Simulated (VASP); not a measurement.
Input:

```xyz
2
Lattice="0.0000 2.7958 2.7958 2.7958 0.0000 2.7958 2.7958 2.7958 0.0000" Properties=species:S:1:pos:R:3 pbc="T T T"
Na     0.0000     0.0000     0.0000
Cl     2.7958     2.7958     2.7958
```

Method: MS2 meta-GGA, VASP's PBE PAW potentials (set 64) (plane waves; VASP). Numerical set-up: 520 eV cut-off, 9×9×9 Γ-centred mesh, tetrahedra with Blöchl corrections, potentials Na_pv Cl.

### Question
Tabulate the total density of states (states/eV per cell) against energy (eV; zero at the valence-band maximum or, without a gap, the Fermi level).

### Answer

```
E (eV) | DOS (states/eV)
    -9.95 |  0.00
    -9.71 |  0.00
    -9.47 |  0.00
    -9.23 |  0.00
    -8.99 |  0.00
    -8.75 |  0.00
    -8.51 |  0.00
    -8.27 |  0.00
    -8.03 |  0.00
    -7.79 |  0.00
    -7.55 |  0.00
    -7.31 |  0.00
    -7.07 |  0.00
    -6.83 |  0.00
    -6.47 |  0.00
    -6.23 |  0.00
    -5.99 |  0.00
    -5.75 |  0.00
    -5.51 |  0.00
    -5.27 |  0.00
    -5.03 |  0.00
    -4.79 |  0.00
    -4.55 |  0.00
    -4.31 |  0.00
    -4.07 |  0.00
    -3.83 |  0.00
    -3.59 |  0.00
    -3.35 |  0.00
    -3.11 |  0.00
    -2.87 |  0.00
    -2.63 |  0.00
    -2.39 |  0.00
    -2.15 |  0.00
    -1.91 | ## 0.37
    -1.67 | ########### 2.38
    -1.43 | ################ 3.41
    -1.19 | #### 0.86
    -0.95 | ########### 2.33
    -0.71 | ################ 3.29
    -0.47 | ############################## 6.26
    -0.11 | ######### 1.93
     0.13 |  0.00
     0.37 |  0.00
     0.61 |  0.00
     0.85 |  0.00
     1.09 |  0.00
     1.33 |  0.00
     1.57 |  0.00
     1.81 |  0.00
     2.05 |  0.00
     2.29 |  0.00
     2.53 |  0.00
     2.77 |  0.00
     3.01 |  0.00
     3.25 |  0.00
     3.49 |  0.00
     3.73 |  0.00
     3.97 |  0.00
     4.21 |  0.00
     4.45 |  0.00
     4.69 |  0.00
     4.93 |  0.00
     5.17 |  0.00
     5.41 |  0.00
     5.65 |  0.00
     5.89 |  0.00
     6.25 |  0.04
     6.49 |  0.07
     6.73 |  0.10
     6.97 | # 0.13
     7.21 | # 0.17
     7.45 | # 0.22
     7.69 | # 0.29
     7.93 | ## 0.45
     8.17 | #### 0.79
     8.41 | ##### 1.01
     8.65 | ####### 1.40
     8.89 | ######## 1.66
     9.13 | ####### 1.56
     9.37 | ###### 1.34
```
Within 2 eV below the valence-band maximum the largest weight inside VASP's projection spheres is Cl p.

The compound is NaCl in the rock salt structure. It was relaxed first.
